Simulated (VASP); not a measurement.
# VCdCu: magnetic orders, part 6 of 6

Wanted: the lowest of several collinear orders of VCdCu. The cell is invented: it takes the structure of a Materials Project entry for TiCuSn (space group 186 there), with some of its atoms replaced by other elements, volume scaled by an estimate. It may not be a known or stable phase.

VASP 6.6.1, plane waves and PAW; the level of theory is named at each step.

Still holding for the runs below: The k-mesh is coarse for a metal.

So far, largest spin moment in the PAW sphere (μB): step 2 (relax in the ferromagnetic state, PBEsol, DFT+U) 3.12; step 4 (magnetic order, start order AFM 1, signs +-+-) 3.23; step 5 (magnetic order, start order ferri 2, signs ++--) 3.19; step 6 (magnetic order, start order ferri 3, signs +++-) 3.23; step 7 (magnetic order, start order ferri 4, signs +-++) 3.19. The relaxed cell has a = 4.548, c = 5.768 Å (conventional setting).

**9. No spin polarisation**

This step: PBEsol, DFT+U (Cu d 3 eV, V d 6 eV), no spin polarisation; plane waves and PAW (Cd, Cu, V); invented cell (VASP 6.6.1).

A run without spin shows what magnetism as such gains.

INCAR reads:

```
SYSTEM = VCdCu
PREC = Accurate
ENCUT = 360
EDIFF = 1E-06
NELM = 150
ISMEAR = 1
SIGMA = 0.05
LREAL = .FALSE.
ALGO = Normal
GGA = PS
NBANDS = 34
LDAU = .TRUE.
LDAUTYPE = 2
LDAUL = -1 2 2
LDAUU = 0 3 6
LDAUJ = 0 0 0
LDAUPRINT = 1
LASPH = .TRUE.
LMAXMIX = 4
LORBIT = 11
LWAVE = .FALSE.
LCHARG = .FALSE.
AMIX = 0.2
BMIX = 1E-04
AMIX_MAG = 0.8
BMIX_MAG = 1E-04
```

POSCAR reads:

```
VCdCu
1.0
    4.5483127724     -0.0000000498      0.0000000000
   -2.2741569730      3.9389543390      0.0000000000
    0.0000000000      0.0000000000      5.7678994470
Cd Cu V
2 2 2
Direct
    0.6666666700      0.3333333300      0.7576705251
    0.3333333300      0.6666666700      0.2576705251
    0.6666666700      0.3333333300      0.2576840445
    0.3333333300      0.6666666700      0.7576840445
    0.0000000000      0.0000000000      0.5066454303
    0.0000000000      0.0000000000      0.0066454303
```

KPOINTS reads:

```
Automatic mesh
0
Gamma
4 4 3
0 0 0
```

PAW data sets: Cd, Cu and V (PBE family, release 64).

Started as:

```bash
$ mpirun -np 1 vasp_std
```

Log:

```text
[... set-up lines as in an earlier step ...]
 entering main loop
       N       E                     dE             d eps       ncg     rms          rms(c)
DAV:   1     0.511359597905E+03    0.51136E+03   -0.19038E+04   560   0.160E+03
DAV:   2     0.738579711904E+02   -0.43750E+03   -0.42543E+03   544   0.397E+02
DAV:   3    -0.146826206839E+02   -0.88541E+02   -0.85343E+02   918   0.199E+02
DAV:   4    -0.197142218988E+02   -0.50316E+01   -0.50133E+01   808   0.603E+01
DAV:   5    -0.197647024936E+02   -0.50481E-01   -0.50409E-01   840   0.651E+00    0.197E+01
DAV:   6    -0.132464052079E+02    0.65183E+01   -0.39289E+01   804   0.409E+01    0.752E+00
DAV:   7    -0.126888955010E+02    0.55751E+00   -0.50317E+00   918   0.373E+01    0.568E+00
DAV:   8    -0.124509807901E+02    0.23791E+00   -0.12973E+00   820   0.134E+01    0.420E+00
DAV:   9    -0.125786190372E+02   -0.12764E+00   -0.57333E-01   742   0.530E+00    0.372E+00
DAV:  10    -0.129563435684E+02   -0.37772E+00   -0.12421E+00   808   0.828E+00    0.233E+00
DAV:  11    -0.130966254662E+02   -0.14028E+00   -0.11811E+00   814   0.786E+00    0.198E+00
DAV:  12    -0.131822185502E+02   -0.85593E-01   -0.82541E-02   778   0.195E+00    0.206E+00
DAV:  13    -0.131947481679E+02   -0.12530E-01   -0.41387E-03   628   0.464E-01    0.204E+00
DAV:  14    -0.133296872602E+02   -0.13494E+00   -0.33194E-01   734   0.299E+00    0.117E+00
DAV:  15    -0.134364992206E+02   -0.10681E+00   -0.31830E-01   738   0.299E+00    0.641E-01
DAV:  16    -0.134434944372E+02   -0.69952E-02   -0.49163E-03   670   0.577E-01    0.626E-01
DAV:  17    -0.135014128313E+02   -0.57918E-01   -0.22986E-01   798   0.262E+00    0.556E-01
DAV:  18    -0.135047809129E+02   -0.33681E-02   -0.94679E-03   670   0.654E-01    0.597E-01
DAV:  19    -0.135004736908E+02    0.43072E-02   -0.30695E-03   894   0.331E-01    0.525E-01
DAV:  20    -0.135010781204E+02   -0.60443E-03   -0.13889E-04   704   0.782E-02    0.520E-01
DAV:  21    -0.135019361357E+02   -0.85802E-03   -0.26779E-04   770   0.996E-02    0.496E-01
DAV:  22    -0.135149636236E+02   -0.13027E-01   -0.30261E-01   732   0.224E+00    0.584E-01
DAV:  23    -0.135154229410E+02   -0.45932E-03   -0.22009E-02   686   0.945E-01    0.242E-01
DAV:  24    -0.135151459515E+02    0.27699E-03   -0.23644E-03   716   0.238E-01    0.218E-01
DAV:  25    -0.135152071526E+02   -0.61201E-04   -0.60418E-05   620   0.693E-02    0.234E-01
DAV:  26    -0.135161851099E+02   -0.97796E-03   -0.11042E-02   768   0.464E-01    0.379E-01
DAV:  27    -0.135162397017E+02   -0.54592E-04   -0.44243E-04   720   0.179E-01    0.332E-01
DAV:  28    -0.135158856488E+02    0.35405E-03   -0.36180E-03   850   0.269E-01    0.377E-01
DAV:  29    -0.135157951976E+02    0.90451E-04   -0.14577E-03   804   0.148E-01    0.395E-01
DAV:  30    -0.135169320044E+02   -0.11368E-02   -0.19729E-02   730   0.696E-01    0.327E-01
[...]
DAV:  35    -0.135188273769E+02    0.42673E-04   -0.33869E-04   776   0.106E-01    0.160E-01
DAV:  36    -0.135188576693E+02   -0.30292E-04   -0.10144E-04   830   0.621E-02    0.130E-01
DAV:  37    -0.135188337117E+02    0.23958E-04   -0.19691E-04   792   0.650E-02    0.133E-01
DAV:  38    -0.135188804008E+02   -0.46689E-04   -0.12076E-04   792   0.677E-02    0.107E-01
DAV:  39    -0.135188549850E+02    0.25416E-04   -0.25334E-04   826   0.667E-02    0.109E-01
DAV:  40    -0.135188760223E+02   -0.21037E-04   -0.16814E-05   734   0.258E-02    0.905E-02
DAV:  41    -0.135189032338E+02   -0.27211E-04   -0.95812E-05   696   0.430E-02    0.518E-02
DAV:  42    -0.135189223461E+02   -0.19112E-04   -0.22036E-05   724   0.257E-02    0.328E-02
DAV:  43    -0.135189268270E+02   -0.44809E-05   -0.68110E-06   624   0.132E-02    0.230E-02
DAV:  44    -0.135189312563E+02   -0.44293E-05   -0.50292E-06   554   0.121E-02    0.136E-02
DAV:  45    -0.135189331294E+02   -0.18731E-05   -0.21171E-06   456   0.870E-03    0.108E-02
DAV:  46    -0.135189339189E+02   -0.78947E-06   -0.31338E-06   510   0.100E-02
   1 F= -.13518934E+02 E0= -.13517888E+02  d E =-.313786E-02
```

Run time: 47 s. Hardware: 1 MPI rank of Intel Xeon 6975P-C (Granite Rapids), shared host; peak memory 0.17 GiB.

OUTCAR, selected parts (step 9):

```text
   k-points           NKPTS =      8   k-points in BZ     NKDIM =      8   number of bands    NBANDS=     34

   NELECT =      56.0000    total number of electrons

atom =   3  type =  2  l = 2

 onsite density matrix

spin component  1

  0.9157  0.0000  0.0000  0.0001 -0.0000
  0.0000  0.9354 -0.0000 -0.0000  0.0001
  0.0000 -0.0000  0.9293  0.0000 -0.0000
  0.0001 -0.0000  0.0000  0.9354 -0.0000
 -0.0000  0.0001 -0.0000 -0.0000  0.9157

spin component  2

 occupancies and eigenvectors

  o =  0.9157  v =  0.9092 -0.0012 -0.0000 -0.0027  0.4164  0.0000  0.0000  0.0000  0.0000  0.0000      0.0000  0.0000  0.0000  0.0000  0.0000  0.0000  0.0000  0.0000  0.0000  0.0000
  o =  0.9157  v =  0.0000  0.0000  0.0000  0.0000  0.0000  0.9092 -0.0012 -0.0000 -0.0027  0.4164      0.0000  0.0000  0.0000  0.0000  0.0000  0.0000  0.0000  0.0000  0.0000  0.0000
  o =  0.9157  v =  0.4164  0.0027 -0.0000 -0.0012 -0.9092  0.0000  0.0000  0.0000  0.0000  0.0000      0.0000  0.0000  0.0000  0.0000  0.0000  0.0000  0.0000  0.0000  0.0000  0.0000
  o =  0.9157  v =  0.0000  0.0000  0.0000  0.0000  0.0000  0.4164  0.0027 -0.0000 -0.0012 -0.9092      0.0000  0.0000  0.0000  0.0000  0.0000  0.0000  0.0000  0.0000  0.0000  0.0000
  o =  0.9293  v =  0.0000  0.0000  1.0000 -0.0000 -0.0000  0.0000  0.0000  0.0000  0.0000  0.0000      0.0000  0.0000  0.0000  0.0000  0.0000  0.0000  0.0000  0.0000  0.0000  0.0000
  o =  0.9293  v =  0.0000  0.0000  0.0000  0.0000  0.0000  0.0000  0.0000  1.0000 -0.0000 -0.0000      0.0000  0.0000  0.0000  0.0000  0.0000  0.0000  0.0000  0.0000  0.0000  0.0000
  o =  0.9354  v = -0.0019 -0.7560 -0.0000 -0.6545 -0.0022  0.0000  0.0000  0.0000  0.0000  0.0000      0.0000  0.0000  0.0000  0.0000  0.0000  0.0000  0.0000  0.0000  0.0000  0.0000
  o =  0.9354  v =  0.0000  0.0000  0.0000  0.0000  0.0000 -0.0019 -0.7560 -0.0000 -0.6545 -0.0022      0.0000  0.0000  0.0000  0.0000  0.0000  0.0000  0.0000  0.0000  0.0000  0.0000
  o =  0.9354  v =  0.0000  0.0000  0.0000  0.0000  0.0000  0.0022 -0.6545  0.0000  0.7560 -0.0019      0.0000  0.0000  0.0000  0.0000  0.0000  0.0000  0.0000  0.0000  0.0000  0.0000
  o =  0.9354  v =  0.0022 -0.6545  0.0000  0.7560 -0.0019  0.0000  0.0000  0.0000  0.0000  0.0000      0.0000  0.0000  0.0000  0.0000  0.0000  0.0000  0.0000  0.0000  0.0000  0.0000

atom =   4  type =  2  l = 2

 onsite density matrix

spin component  1

  0.9157 -0.0000  0.0000 -0.0001 -0.0000
 -0.0000  0.9354  0.0000 -0.0000 -0.0001
  0.0000  0.0000  0.9293 -0.0000 -0.0000
 -0.0001 -0.0000 -0.0000  0.9354  0.0000
 -0.0000 -0.0001 -0.0000  0.0000  0.9157

spin component  2

 occupancies and eigenvectors

  o =  0.9157  v =  0.9092  0.0012 -0.0000  0.0027  0.4164  0.0000  0.0000  0.0000  0.0000  0.0000      0.0000  0.0000  0.0000  0.0000  0.0000  0.0000  0.0000  0.0000  0.0000  0.0000
  o =  0.9157  v =  0.0000  0.0000  0.0000  0.0000  0.0000  0.9092  0.0012 -0.0000  0.0027  0.4164      0.0000  0.0000  0.0000  0.0000  0.0000  0.0000  0.0000  0.0000  0.0000  0.0000
  o =  0.9157  v =  0.4164 -0.0027 -0.0000  0.0012 -0.9092  0.0000  0.0000  0.0000  0.0000  0.0000      0.0000  0.0000  0.0000  0.0000  0.0000  0.0000  0.0000  0.0000  0.0000  0.0000
  o =  0.9157  v =  0.0000  0.0000  0.0000  0.0000  0.0000  0.4164 -0.0027 -0.0000  0.0012 -0.9092      0.0000  0.0000  0.0000  0.0000  0.0000  0.0000  0.0000  0.0000  0.0000  0.0000
  o =  0.9293  v =  0.0000 -0.0000  1.0000  0.0000 -0.0000  0.0000  0.0000  0.0000  0.0000  0.0000      0.0000  0.0000  0.0000  0.0000  0.0000  0.0000  0.0000  0.0000  0.0000  0.0000
  o =  0.9293  v =  0.0000  0.0000  0.0000  0.0000  0.0000  0.0000 -0.0000  1.0000  0.0000 -0.0000      0.0000  0.0000  0.0000  0.0000  0.0000  0.0000  0.0000  0.0000  0.0000  0.0000
  o =  0.9354  v = -0.0019  0.7560 -0.0000  0.6545 -0.0022  0.0000  0.0000  0.0000  0.0000  0.0000      0.0000  0.0000  0.0000  0.0000  0.0000  0.0000  0.0000  0.0000  0.0000  0.0000
[...]
o =  0.8887  v = -0.0000  0.0000 -1.0000 -0.0000  0.0000  0.0000  0.0000  0.0000  0.0000  0.0000      0.0000  0.0000  0.0000  0.0000  0.0000  0.0000  0.0000  0.0000  0.0000  0.0000
  o =  0.8887  v =  0.0000  0.0000  0.0000  0.0000  0.0000 -0.0000  0.0000 -1.0000 -0.0000  0.0000      0.0000  0.0000  0.0000  0.0000  0.0000  0.0000  0.0000  0.0000  0.0000  0.0000

atom =   6  type =  3  l = 2

 onsite density matrix

spin component  1

  0.2019 -0.0000  0.0000 -0.0090 -0.0000
 -0.0000  0.1177  0.0000 -0.0000 -0.0090
  0.0000  0.0000  0.8887 -0.0000 -0.0000
 -0.0090 -0.0000 -0.0000  0.1177  0.0000
 -0.0000 -0.0090 -0.0000  0.0000  0.2019

spin component  2

 occupancies and eigenvectors

  o =  0.1167  v = -0.0691 -0.7518  0.0000 -0.6509 -0.0798  0.0000  0.0000  0.0000  0.0000  0.0000      0.0000  0.0000  0.0000  0.0000  0.0000  0.0000  0.0000  0.0000  0.0000  0.0000
  o =  0.1167  v =  0.0000  0.0000  0.0000  0.0000  0.0000 -0.0691 -0.7518  0.0000 -0.6509 -0.0798      0.0000  0.0000  0.0000  0.0000  0.0000  0.0000  0.0000  0.0000  0.0000  0.0000
  o =  0.1167  v =  0.0000  0.0000  0.0000  0.0000  0.0000  0.0798 -0.6509 -0.0000  0.7518 -0.0691      0.0000  0.0000  0.0000  0.0000  0.0000  0.0000  0.0000  0.0000  0.0000  0.0000
  o =  0.1167  v =  0.0798 -0.6509 -0.0000  0.7518 -0.0691  0.0000  0.0000  0.0000  0.0000  0.0000      0.0000  0.0000  0.0000  0.0000  0.0000  0.0000  0.0000  0.0000  0.0000  0.0000
  o =  0.2028  v =  0.6509 -0.0798 -0.0000 -0.0691  0.7518  0.0000  0.0000  0.0000  0.0000  0.0000      0.0000  0.0000  0.0000  0.0000  0.0000  0.0000  0.0000  0.0000  0.0000  0.0000
  o =  0.2028  v =  0.0000  0.0000  0.0000  0.0000  0.0000  0.6509 -0.0798 -0.0000 -0.0691  0.7518      0.0000  0.0000  0.0000  0.0000  0.0000  0.0000  0.0000  0.0000  0.0000  0.0000
  o =  0.2028  v =  0.7518  0.0691 -0.0000 -0.0798 -0.6509  0.0000  0.0000  0.0000  0.0000  0.0000      0.0000  0.0000  0.0000  0.0000  0.0000  0.0000  0.0000  0.0000  0.0000  0.0000
  o =  0.2028  v =  0.0000  0.0000  0.0000  0.0000  0.0000  0.7518  0.0691 -0.0000 -0.0798 -0.6509      0.0000  0.0000  0.0000  0.0000  0.0000  0.0000  0.0000  0.0000  0.0000  0.0000
  o =  0.8887  v = -0.0000 -0.0000 -1.0000  0.0000  0.0000  0.0000  0.0000  0.0000  0.0000  0.0000      0.0000  0.0000  0.0000  0.0000  0.0000  0.0000  0.0000  0.0000  0.0000  0.0000
  o =  0.8887  v =  0.0000  0.0000  0.0000  0.0000  0.0000 -0.0000 -0.0000 -1.0000  0.0000  0.0000      0.0000  0.0000  0.0000  0.0000  0.0000  0.0000  0.0000  0.0000  0.0000  0.0000

 E-fermi :   4.4122

 k-point     1 :       0.0000    0.0000    0.0000
  band No.  band energies     occupation
    ...
     22       1.1280      2.00000
     23       1.4899      2.00000
     24       2.5375      2.00000
     25       3.3043      2.00000
     26       3.3043      2.00000
     27       4.5693     -0.00008
     28       5.0138     -0.00000
     29       5.0138     -0.00000
     30       5.1762     -0.00000
     31       5.1762     -0.00000
    ...

 k-point     2 :       0.2500   -0.0000    0.0000
  band No.  band energies     occupation
    ...
     23       1.8042      2.00000
     24       2.2061      2.00000
     25       2.6241      2.00000
     26       3.3464      2.00000
     27       4.3455      2.06773
     28       4.5876     -0.00001
     29       4.5884     -0.00001
     30       4.6352     -0.00000
     31       5.0333     -0.00000
     32       5.1830     -0.00000
    ...

  Total       -4.3405260     -4.3405258     -5.5890683      0.0000007      0.0000000      0.0000000
  in kB      -67.2982859    -67.2982828    -86.6564815      0.0000108      0.0000000      0.0000000
  external PRESSURE =     -73.7510167 kB  Pullay stress =       0.0000000 kB

 POSITION                                       TOTAL-FORCE (eV/Angst)
 -----------------------------------------------------------------------------------
      2.27416      1.31298      4.37017        -0.000000     -0.000000     -0.008836
     -0.00000      2.62597      1.48622         0.000000     -0.000000     -0.008836
      2.27416      1.31298      1.48630        -0.000000     -0.000000     -0.002762
     -0.00000      2.62597      4.37025         0.000000      0.000000     -0.002762
      0.00000      0.00000      2.92228        -0.000000      0.000000      0.011598
      0.00000      0.00000      0.03833        -0.000000      0.000000      0.011598
 -----------------------------------------------------------------------------------
    total drift:                                0.000004     -0.000002     -0.000669

  FREE ENERGIE OF THE ION-ELECTRON SYSTEM (eV)
  ---------------------------------------------------
  free  energy   TOTEN  =       -13.5189339189 eV

  energy  without entropy=      -13.5157960633  energy(sigma->0) =      -13.51788797

[... 8 parts as in an earlier step ...]

[... 7 further parts left out ...]
```

This run has no spin polarisation, so a moment on V, if there is one, isn't seen. A U on the itinerant d states of such a compound is hard to justify; it moves the bands at the Fermi level.

Numbers from this step:

```yaml
electronic_cycles: 46
free_energy_toten: -13.52 eV
energy_at_zero_smearing: -13.52 eV
fermi_energy: 4.412 eV
```

Energy at zero smearing: -13.51789 eV.

**10. Summary**

This step: collinear magnetic orders, PBEsol, DFT+U (Cu d 3 eV, V d 6 eV); plane waves and PAW; invented cell (VASP 6.6.1).

Derived from the runs above.

Numbers from this step:

```yaml
mean_moment_in_the_lowest_run: 3.194 μB
```

Orders, by row:

| order | signs | energy above the lowest (meV/magnetic atom) | total moment (μB) | mean moment on carriers (μB) | gap on the mesh (eV) | signs at the end, of the atoms given a moment |
| --- | --- | --- | --- | --- | --- | --- |
| fm | ++++ | 0 | 7.162 | 3.194 | 0 | 00++ |
| afm 1 | +-+- | 576.7 | 0 | 3.232 | 0 | 00+- |
| ferri 2 | ++-- | 0 | -7.162 | 3.194 | 0 | 00-- |
| ferri 3 | +++- | 576.7 | 0.001107 | 3.231 | 0 | 00+- |
| ferri 4 | +-++ | 0 | 7.162 | 3.194 | 0 | 00++ |
| nm |  | 2556 | 0 | 0 | 0 | - |

**11. Results**

| Quantity | Value |
| --- | --- |
| mean moment in the lowest run | 3.19 μB |

The lowest run started as fm and holds 3.19 μB on average over the atoms that kept a moment; the next state, from afm 1, lies 576.7 meV a magnetic atom higher. The starts fm, ferri 2 and ferri 4 ended within 0.5 meV of each other, with moments of like size, so they probably reached one state. It ends with the signs 00++ and a net moment of 7.16 μB a cell: the moments given at the start all parallel. The starts fm, afm 1, ferri 2, ferri 3 and ferri 4 ended with other signs than typed, or lost moments. The cell was not relaxed for each state; the pressures of the magnetic ones run from -4.6 to -0.3 GPa, which can move the order. Differences of 577 meV a magnetic atom are large for orders alone; such runs may also hold other orbital or spin states. On this k mesh the moments and energy differences of a metal are not converged, and no denser mesh was tried, so the order found is tentative. Cu started with a moment and ended without one in every run, so it isn't counted among the magnetic atoms. No other collinear orders were tried, and their comparison leaves spin-orbit coupling out. U on a cell of metallic elements alone is a test of sensitivity more than a model of the material.

[Lines on the potential files, build, host, timing and source positions are cut from VASP's logs without a mark.]

[Logs are printed without paths, hosts, clocks, repeated set-up lines and the standing remarks that a program may print on its own settings, such as how far it seeks lower states.]

[Hosts, paths, dates, database ids (printed as entryN), source tags and the programs' standing remarks are cut or masked in the printed files.]

[In band tables of VASP the shares of atoms and orbitals are scaled to a sum of 1 inside the atoms' spheres.]

[Runs that stopped without an error message from VASP are left out.]
